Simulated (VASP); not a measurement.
Write the native input for VASP 6.6.1 that does the following.

| Item | Value |
| --- | --- |
| Task | relaxation of cell and atoms |
| Functional | LDA |
| Potentials or basis | VASP PAW LDA potentials, release 64 (C) |
| Cutoff | 520 eV |
| k mesh | 15 × 15 × 4 |
| Occupations | gaussian, width 0.02 eV |
| Spin | no spin polarisation |
| Further INCAR settings | ALGO = Fast; EDIFF = 1e-07; IBRION = 2; EDIFFG = -0.002; NSW = 80; ISIF = 3 |

The structure of C lies in POSCAR:

```
C                                       
1.0
    2.4467518524     -0.0000000000      0.0000000000
   -1.2233759262      2.1189492612     -0.0000000000
    0.0000000000      0.0000000000      6.5688860947
  C             
     4
Direct
     0.0000000000000000    0.0000000000000000    0.2500000000000000
     0.0000000000000000    0.0000000000000000    0.7500000000000000
     0.3333333300000021    0.6666666699999979    0.2500000000000000
     0.6666666699999979    0.3333333300000021    0.7500000000000000
```

These files were run (other wordings do the same):

INCAR

```
SYSTEM = C
PREC     = Accurate       ! precision mode
ENCUT    = 520            ! plane-wave cutoff, eV
EDIFF    = 1E-7           ! SCF threshold, eV
ISMEAR   = 0              ! smearing method
SIGMA    = 0.02           ! smearing width, eV
LREAL    = .False.        ! projectors in reciprocal space
LASPH    = .True.         ! aspherical terms in the spheres
NELM     = 80             ! most SCF steps
ALGO     = Fast           ! electronic algorithm
ISIF     = 3              ! what is computed and relaxed
LWAVE    = .False.        ! write WAVECAR
LCHARG   = .False.        ! write CHGCAR
GGA      = CA             ! functional
IBRION   = 2              ! ionic algorithm
NSW      = 80             ! ionic steps
EDIFFG   = -0.002         ! ionic threshold
```

KPOINTS

```
Automatic mesh
0
Gamma
  15 15 4
  0 0 0
```

Potentials or basis: VASP PAW LDA potentials, release 64 (C).

Run with:

```sh
$ cat potpaw_LDA.64/C/POTCAR > POTCAR
$ mpirun -np 1 vasp_std > vasp.out
```

Results of the run:

| Property | Result |
| --- | --- |
| Relaxed volume | 8.59 Å³/atom |
| Relaxed cell | a = 2.447 Å, b = 2.447 Å, c = 6.622 Å, α = 90.00°, β = 90.00°, γ = 120.00° |
| Space group after relaxing (to 0.05 Å) | P6_3/mmc (No. 194) |
| Energy gained by relaxing | 0.1 meV/atom |
| Ionic steps | 11 |
| Pressure after relaxing | 0.0 GPa |
| Band gap on the k mesh | none (metal or under the smearing width) |

Wall time 100 s on 1 thread of Intel(R) Xeon(R) Platinum 8488C (Sapphire Rapids), with other jobs on the host, peak memory 0.14 GiB.
